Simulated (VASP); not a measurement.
Method: PBEsol GGA, VASP's PBE PAW potentials (set 64) (plane waves; VASP).

The input files of a VASP run:

POSCAR:
```
Li2Na2Cl4
21.453470
  0.0000000000   0.1239769852   0.1239769852
  0.1239769852   0.0000000000   0.1239769852
  0.5000000053   0.5000000053  -0.0040920647
Na Cl Li
2 4 2
Cart
  0.4964336039   0.4964336039  -0.0005256633
  0.2525433879   0.2525433879   0.2433645527
  0.1244884932   0.1244884932   0.1234654771
  0.2568651718   0.2568651718   0.1150657836
  0.3744884959   0.3744884959   0.1214194447
  0.4921118200   0.4921118200   0.1277731058
  0.3773699951   0.3773699951   0.2425149306
  0.3716069967   0.3716069967   0.0003239588
```

KPOINTS:
```
Automatic mesh
0
Gamma
8 8 2
0 0 0
```

**INCAR**
```
! general
SYSTEM=Li2Na2Cl4
PREC  =Accurate
ENCUT =520
LREAL =.FALSE.
LASPH =.TRUE.

! electronic loop
EDIFF =1E-7
NELM  =100
ALGO  =Normal

! smearing
ISMEAR=-5

! functional
GGA   =PS

! ions
ISIF  =2

! output
LWAVE =.FALSE.
LCHARG=.TRUE.
LORBIT=11
NEDOS =601

! other
LEFG  =.TRUE.
```

POTCAR, in this order: Na_pv Cl Li_sv (PBE.64 set). Program: vasp_std.

The resulting files:

File OSZICAR:
```
       N       E                     dE             d eps       ncg     rms          rms(c)
DAV:   1     0.478860702698E+03    0.47886E+03   -0.21768E+04  1160   0.173E+03
DAV:   2     0.260504862070E+02   -0.45281E+03   -0.43883E+03  1468   0.427E+02
DAV:   3    -0.256953150969E+02   -0.51746E+02   -0.51362E+02  1654   0.139E+02
DAV:   4    -0.291847634331E+02   -0.34894E+01   -0.34752E+01  1915   0.357E+01
DAV:   5    -0.295926903311E+02   -0.40793E+00   -0.40754E+00  1891   0.653E+00    0.428E+00
DAV:   6    -0.291649182246E+02    0.42777E+00   -0.10463E+00  1521   0.560E+00    0.310E+00
DAV:   7    -0.291332656652E+02    0.31653E-01   -0.27508E-01  2064   0.268E+00    0.176E+00
DAV:   8    -0.291403252176E+02   -0.70596E-02   -0.28558E-02  1422   0.136E+00    0.198E-01
DAV:   9    -0.291407971386E+02   -0.47192E-03   -0.63738E-03  1736   0.434E-01    0.153E-01
DAV:  10    -0.291407976923E+02   -0.55373E-06   -0.26509E-04  1654   0.106E-01    0.101E-01
DAV:  11    -0.291406792538E+02    0.11844E-03   -0.98831E-04  1368   0.284E-01    0.559E-02
DAV:  12    -0.291406594240E+02    0.19830E-04   -0.24726E-04  1524   0.931E-02    0.426E-02
DAV:  13    -0.291406516643E+02    0.77597E-05   -0.83240E-05  1472   0.456E-02    0.160E-02
DAV:  14    -0.291406443079E+02    0.73564E-05   -0.39394E-05  1801   0.614E-02    0.143E-02
DAV:  15    -0.291406438231E+02    0.48480E-06   -0.20855E-05  1528   0.247E-02    0.147E-02
DAV:  16    -0.291406428226E+02    0.10006E-05   -0.32535E-06  1369   0.974E-03    0.107E-02
DAV:  17    -0.291406420566E+02    0.76601E-06   -0.32058E-06  1368   0.114E-02    0.399E-03
DAV:  18    -0.291406421477E+02   -0.91128E-07   -0.85000E-07  1186   0.434E-03
   1 F= -.29140642E+02 E0= -.29140642E+02  d E =0.000000E+00
```

File OUTCAR:
```
------------------------ aborting loop because EDIFF is reached ----------------------------------------
  FORCE on cell =-STRESS in cart. coord.  units (eV):
  Direction    XX          YY          ZZ          XY          YZ          ZX
  --------------------------------------------------------------------------------------
  Total       -0.0290673     -0.0290673     -0.0290673      0.0025982     -0.0025982     -0.0025982
  in kB       -0.3056097     -0.3056097     -0.3056097      0.0273174     -0.0273174     -0.0273174
  external PRESSURE =      -0.3056097 kB  Pullay stress =       0.0000000 kB
  volume of cell :      152.39
      direct lattice vectors                 reciprocal lattice vectors
     0.000000000  2.659736532  2.659736532    -0.187222418  0.188754671  0.187222418
     2.659736532  0.000000000  2.659736532     0.188754671 -0.187222418  0.187222418
    10.726735115 10.726735115 -0.087788988     0.046422542  0.046422542 -0.046422542
 POSITION                                       TOTAL-FORCE (eV/Angst)
 -----------------------------------------------------------------------------------
     10.65022     10.65022     -0.01128         0.002217      0.002217     -0.002217
      5.41793      5.41793      5.22101        -0.002217     -0.002217      0.002217
      2.67071      2.67071      2.64876        -0.000000     -0.000000      0.000000
      5.51065      5.51065      2.46856        -0.000465     -0.000465      0.000465
      8.03408      8.03408      2.60487        -0.000000     -0.000000      0.000000
     10.55751     10.55751      2.74118         0.000465      0.000465     -0.000465
      8.09590      8.09590      5.20279         0.006184      0.006184     -0.006184
      7.97226      7.97226      0.00695        -0.006184     -0.006184      0.006184
 -----------------------------------------------------------------------------------
    total drift:                                0.000001      0.000001      0.000000
  FREE ENERGIE OF THE ION-ELECTRON SYSTEM (eV)
  ---------------------------------------------------
  free  energy   TOTEN  =       -29.1406421477 eV

  energy  without entropy=      -29.1406421477  energy(sigma->0) =      -29.14064215

 total charge

# of ion       s       p       d       tot
------------------------------------------
    1        0.049   5.988   0.000   6.037
    2        0.049   5.988   0.000   6.037
    3        1.578   3.569   0.000   5.148
    4        1.579   3.560   0.000   5.139
    5        1.579   3.551   0.000   5.130
    6        1.579   3.560   0.000   5.139
    7        2.005   0.035   0.000   2.040
    8        2.005   0.035   0.000   2.040
--------------------------------------------------
tot         10.423  26.286   0.000  36.709

 Electric field gradients after diagonalization (V/A^2)
 (convention: |V_zz| > |V_xx| > |V_yy|)
----------------------------------------------------------------------
 ion       V_xx      V_yy      V_zz     asymmetry (V_yy - V_xx)/ V_zz
----------------------------------------------------------------------
   1       1.468     1.463    -2.931       0.002
   2       1.468     1.463    -2.931       0.002
   3      -8.970    -8.970    17.941       0.000
   4       0.074     0.072    -0.146       0.010
   5       8.513     8.513   -17.026       0.000
   6       0.074     0.072    -0.146       0.010
   7      -0.095    -0.091     0.185       0.022
   8      -0.095    -0.091     0.185       0.022
```
(Selected blocks of OUTCAR.)

The structure was generated: Li2Na2Cl4 was put into an ordered model structure (R-3m), which need not be its known phase. It was relaxed first.
